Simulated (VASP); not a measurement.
A convergence study with VASP on ZnF2 (rutile): one setting is varied, all else stays as given below, so the limit is that of these other settings.

```
ZnF2
1.0
    4.70000     0.00000     0.00000
    0.00000     4.70000     0.00000
    0.00000     0.00000     3.13000
Zn F
2 4
Direct
  0.00000   0.00000   0.00000
  0.50000   0.50000   0.50000
  0.30300   0.30300   0.00000
  0.80300   0.19700   0.50000
  0.19700   0.80300   0.50000
  0.69700   0.69700   0.00000
```

Calculation: PBE GGA, VASP's PBE PAW potentials (set 64) (plane waves; VASP). The tightest run used: 700 eV cut-off, 10×10×16 Γ-centred mesh, Gaussian smearing of 0.050 eV, potentials Zn F.

```json
[
 {"setting": "1×1×1 mesh", "E (eV/atom)": "-3.1137", "pressure (GPa)": "16.42", "largest force (eV/Å)": "0.282", "irreducible k-points": "1"},
 {"setting": "1×1×2 mesh", "E (eV/atom)": "-3.7886", "pressure (GPa)": "6.80", "largest force (eV/Å)": "0.099", "irreducible k-points": "2"},
 {"setting": "2×2×3 mesh", "E (eV/atom)": "-3.8578", "pressure (GPa)": "6.87", "largest force (eV/Å)": "0.026", "irreducible k-points": "6"}
]
```

Problem. These are the cheaper rows. Estimate the results at 10×10×16 mesh, and how far the last row shown lies from them.

Solution. 
| quantity | tightest run | last row shown is off by |
|---|---|---|
| E (eV/atom) | -3.8610 | 0.0032 |
| pressure (GPa) | 6.86 | 0.01 |
| largest force (eV/Å) | 0.028 | -0.002 |

Left out are rungs that failed or repeat a setting and relaxations that didn't move; long series are thinned to 24 rows.

The compound is ZnF2 in the rutile structure. The cell was not relaxed at this level, forces remain on its atoms.
